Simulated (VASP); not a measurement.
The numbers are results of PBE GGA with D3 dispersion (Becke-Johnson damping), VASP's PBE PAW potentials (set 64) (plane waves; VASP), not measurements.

A VASP calculation is set up with these files.

INCAR:
```
GGA=PE   ! PBE
ENCUT=520   ! plane-wave cut-off (eV)
EDIFF=1E-7
PREC=Accurate
SYSTEM=ZrC
IVDW=12
ALGO=Normal   ! blocked Davidson
LCHARG=.FALSE.
ISMEAR=1   ! Methfessel-Paxton
LASPH=.TRUE.
NELM=100   ! most electronic steps
ISIF=2   ! forces and stress, cell fixed
SIGMA=0.1
LREAL=.FALSE.   ! projection in real space or not
LWAVE=.FALSE.
LMAXMIX=4
```

### POSCAR
```
ZrC
1.0
  0.0000000000   2.3607264134   2.3607264134
  2.3607264134   0.0000000000   2.3607264134
  2.3607264134   2.3607264134   0.0000000000
Zr C
1 1
Direct
  0.0000000000   0.0000000000   0.0000000000
  0.5000000000   0.5000000000   0.5000000000
```

KPOINTS:
```
Automatic mesh
0
Gamma
13 13 13
0 0 0
```

POTCAR, in this order: Zr_sv C (PBE.64 set). Program: vasp_std.

Q: What does the run give for the energy per atom (σ→0), dispersion energy, pressure, band gap (on the k-mesh)?

A: 
- energy per atom (σ→0): -10.125 eV/atom
- dispersion energy: -18.18 kcal/mol
- band gap (on the k-mesh): none (metal, semimetal or under 0.01 eV)
- pressure: -6.51 GPa

OSZICAR:
```
...
DAV:   8    -0.194648067167E+02    0.84530E-02   -0.14463E-01  2192   0.358E+00    0.137E+00
DAV:   9    -0.194607736439E+02    0.40331E-02   -0.30533E-02  2488   0.118E+00    0.452E-01
DAV:  10    -0.194611342026E+02   -0.36056E-03   -0.20049E-03  2348   0.574E-01    0.335E-01
DAV:  11    -0.194609448268E+02    0.18938E-03   -0.70593E-04  2236   0.210E-01    0.172E-02
DAV:  12    -0.194609436637E+02    0.11630E-05   -0.12461E-05  2924   0.382E-02    0.114E-02
DAV:  13    -0.194609432824E+02    0.38132E-06   -0.49093E-07  2316   0.658E-03    0.103E-03
DAV:  14    -0.194609432930E+02   -0.10624E-07   -0.18606E-08  1252   0.123E-03
   1 F= -.20249246E+02 E0= -.20249183E+02  d E =-.189712E-03
```

The compound is ZrC in the rock salt structure. This cell is one point of a volume scan, at 1.03 of the reference volume.
